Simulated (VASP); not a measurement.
## Sn (space group I4/mmm): computed properties

These are r2SCAN meta-GGA, VASP's PBE PAW potentials (set 64) (plane waves; VASP) values and carry that method's errors.

```yaml
space_group: I4/mmm (139)
cell: a = b = 4.0539 Å, c = 3.3172 Å, α = β = γ = 90.00°
volume_per_atom: 27.26 Å³/atom
band gap (over mesh and band path): none (metal, semimetal or under 0.01 eV)
density: 7.23 g/cm³
```

```cif
data_Sn2
_chemical_formula_sum 'Sn2'
_space_group_name_H-M_alt 'I4/mmm'
_space_group_IT_number 139
_space_group_name_Hall '-I 4 2'
_cell_length_a 4.05385
_cell_length_b 4.05385
_cell_length_c 3.31719
_cell_angle_alpha 90.000
_cell_angle_beta 90.000
_cell_angle_gamma 90.000
loop_
_atom_site_label
_atom_site_type_symbol
_atom_site_symmetry_multiplicity
_atom_site_Wyckoff_symbol
_atom_site_fract_x
_atom_site_fract_y
_atom_site_fract_z
_atom_site_occupancy
Sn1 Sn 2 a 0.00000 0.00000 0.00000 1
```
(The calculation used a cell of 1 atom; values per cell refer to that cell.)

Unless said otherwise, spin-orbit coupling is left out, though it shifts the bands of the heavy elements here.

The structure comes from a computed database's Sn entry (I4/mmm); how it stands against other phases isn't given here. It was relaxed first. Symmetry was kept, so distortions that lower it aren't found.
